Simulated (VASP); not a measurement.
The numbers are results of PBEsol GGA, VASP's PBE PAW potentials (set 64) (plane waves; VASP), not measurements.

Input for VASP

KPOINTS:
```
Regular mesh
0
Gamma
 5 5 1
```

### POSCAR
```
ZnS
1
    3.8329900000     0.0000000000     0.0000000000
   -1.9164950000     3.3194660000     0.0000000000
    0.0000000000     0.0000000000    43.8878210000
Zn S
14 14
Direct
  0.6666670000   0.3333330000   0.0715000000
  0.3333330000   0.6666670000   0.5715000000
  0.0000000000   0.0000000000   0.6429000000
  0.0000000000   0.0000000000   0.1429000000
  0.3333330000   0.6666670000   0.7857000000
  0.6666670000   0.3333330000   0.2857000000
  0.0000000000   0.0000000000   0.3572000000
  0.0000000000   0.0000000000   0.8572000000
  0.6666670000   0.3333330000   0.9286000000
  0.3333330000   0.6666670000   0.4286000000
  0.3333330000   0.6666670000   0.2143000000
  0.6666670000   0.3333330000   0.7143000000
  0.3333330000   0.6666670000   0.0000000000
  0.6666670000   0.3333330000   0.5000000000
  0.3333330000   0.6666670000   0.4820000000
  0.6666670000   0.3333330000   0.9820000000
  0.3333330000   0.6666670000   0.0536000000
  0.6666670000   0.3333330000   0.5536000000
  0.6666670000   0.3333330000   0.3393000000
  0.3333330000   0.6666670000   0.8393000000
  0.0000000000   0.0000000000   0.4107000000
  0.0000000000   0.0000000000   0.9107000000
  0.6666670000   0.3333330000   0.7678000000
  0.3333330000   0.6666670000   0.2678000000
  0.0000000000   0.0000000000   0.1964000000
  0.0000000000   0.0000000000   0.6964000000
  0.6666670000   0.3333330000   0.1250000000
  0.3333330000   0.6666670000   0.6250000000
```

### INCAR
```
LCHARG  =  .FALSE.
EDIFF  =  1E-6   ! SCF stop (eV)
LMAXMIX  =  4   ! l cut-off of mixed one-centre charges
LREAL  =  Auto
ENCUT  =  300   ! plane-wave cut-off (eV)
SYSTEM  =  ZnS
ISIF  =  2   ! forces and stress, cell fixed
ALGO  =  Normal
LWAVE  =  .FALSE.
LASPH  =  .TRUE.
SIGMA  =  0.01   ! width (eV)
NELM  =  100   ! most electronic steps
ISMEAR  =  0   ! Gaussian
PREC  =  Accurate
GGA  =  PS   ! PBEsol
```

POTCAR, in this order: Zn S (PBE.64 set). Program: vasp_std.

Output

File OSZICAR:
```
       N       E                     dE             d eps       ncg     rms          rms(c)
DAV:   1     0.182609013609E+04    0.18261E+04   -0.80205E+04  1518   0.136E+03
DAV:   2     0.199039891179E+03   -0.16271E+04   -0.15548E+04  1510   0.365E+02
DAV:   3    -0.924690708090E+02   -0.29151E+03   -0.28294E+03  1658   0.144E+02
DAV:   4    -0.111150337173E+03   -0.18681E+02   -0.18537E+02  1717   0.381E+01
DAV:   5    -0.111560396980E+03   -0.41006E+00   -0.40880E+00  1764   0.579E+00    0.255E+01
DAV:   6    -0.105754777435E+03    0.58056E+01   -0.13230E+01  2141   0.441E+01    0.191E+01
DAV:   7    -0.106422715136E+03   -0.66794E+00   -0.19993E+01  1708   0.911E+00    0.636E+00
DAV:   8    -0.105996409096E+03    0.42631E+00   -0.13951E+00  1884   0.597E+00    0.233E+00
DAV:   9    -0.105936619893E+03    0.59789E-01   -0.55030E-01  1924   0.342E+00    0.618E-01
DAV:  10    -0.105935261213E+03    0.13587E-02   -0.27525E-02  1844   0.143E+00    0.543E-01
DAV:  11    -0.105935692277E+03   -0.43106E-03   -0.47016E-03  1780   0.258E-01    0.462E-01
DAV:  12    -0.105937621057E+03   -0.19288E-02   -0.38753E-03  2340   0.305E-01    0.237E-01
DAV:  13    -0.105936324270E+03    0.12968E-02   -0.36246E-03  1972   0.402E-01    0.971E-02
DAV:  14    -0.105936363219E+03   -0.38949E-04   -0.52256E-04  1668   0.612E-02    0.638E-02
DAV:  15    -0.105936362211E+03    0.10081E-05   -0.87687E-06  1764   0.995E-03    0.604E-02
DAV:  16    -0.105936353019E+03    0.91925E-05   -0.79516E-06  1604   0.173E-02    0.539E-02
DAV:  17    -0.105936353202E+03   -0.18362E-06   -0.23504E-06  1060   0.457E-03
   1 F= -.10593635E+03 E0= -.10593635E+03  d E =-.337316E-51
```

OUTCAR:
```
------------------------ aborting loop because EDIFF is reached ----------------------------------------
  FORCE on cell =-STRESS in cart. coord.  units (eV):
  Direction    XX          YY          ZZ          XY          YZ          ZX
  --------------------------------------------------------------------------------------
  Total       -9.6728389     -9.6728348    -10.3737293      0.0000000     -0.0000000      0.0000000
  in kB      -27.7532986    -27.7532867    -29.7642926      0.0000000     -0.0000000      0.0000000
  external PRESSURE =     -28.4236260 kB  Pullay stress =       0.0000000 kB
  volume of cell :      558.41
      direct lattice vectors                 reciprocal lattice vectors
     3.832990000  0.000000000  0.000000000     0.260892932  0.150626637  0.000000000
    -1.916495000  3.319466000  0.000000000     0.000000000  0.301253274  0.000000000
     0.000000000  0.000000000 43.887821000     0.000000000  0.000000000  0.022785365
  FREE ENERGIE OF THE ION-ELECTRON SYSTEM (eV)
  ---------------------------------------------------
  free  energy   TOTEN  =      -105.9363532023 eV

  energy  without entropy=     -105.9363532023  energy(sigma->0) =     -105.93635320
```
(Selected blocks of OUTCAR.)

File OUTCAR:
```
 val. band max:        1.9278750312   @ k =   0.0000   0.0000   0.0000

 cond. band min:       3.8553669729   @ k =   0.0000   0.0000   0.0000


 Fermi energy:         2.0331433059

 k-point     1 :       0.0000    0.0000    0.0000
  band No.  band energies     occupation
      1     -11.1646      2.00000
      2     -11.1265      2.00000
      3     -11.1251      2.00000
      4     -11.0180      2.00000
      5     -11.0098      2.00000
      6     -10.8454      2.00000
      7     -10.8413      2.00000
      8     -10.6424      2.00000
      9     -10.6375      2.00000
     10     -10.4443      2.00000
     11     -10.4385      2.00000
     12     -10.2950      2.00000
     13     -10.2926      2.00000
     14     -10.2389      2.00000
     15      -4.3954      2.00000
     16      -4.3942      2.00000
     17      -4.3919      2.00000
     18      -4.3912      2.00000
     19      -4.3873      2.00000
     20      -4.3873      2.00000
     21      -4.3867      2.00000
     22      -4.3835      2.00000
     23      -4.3835      2.00000
     24      -4.3780      2.00000
     25      -4.3780      2.00000
     26      -4.3753      2.00000
     27      -4.3691      2.00000
     28      -4.3674      2.00000
     29      -4.3674      2.00000
     30      -4.3578      2.00000
     31      -4.3578      2.00000
     32      -4.3425      2.00000
     33      -4.3424      2.00000
     34      -4.3335      2.00000
     35      -4.3335      2.00000
     36      -4.3173      2.00000
     37      -4.3164      2.00000
     38      -4.3164      2.00000
     39      -4.3129      2.00000
     40      -4.3106      2.00000
     41      -4.3106      2.00000
     42      -4.2974      2.00000
     43      -4.2974      2.00000
     44      -4.2902      2.00000
     45      -4.2902      2.00000
     46      -4.2831      2.00000
     47      -4.2831      2.00000
     48      -4.2802      2.00000
     49      -4.2802      2.00000
     50      -4.2778      2.00000
     51      -4.2778      2.00000
...
```

At this cut-off the stress carries a Pulay error, which pulls relaxed volumes low.

The structure comes from a computed database's ZnS entry; how it stands against other phases isn't given here. The cell was not relaxed at this level. The run is one of a series of settings (GGA = PS against the base run), some of them coarse on purpose.
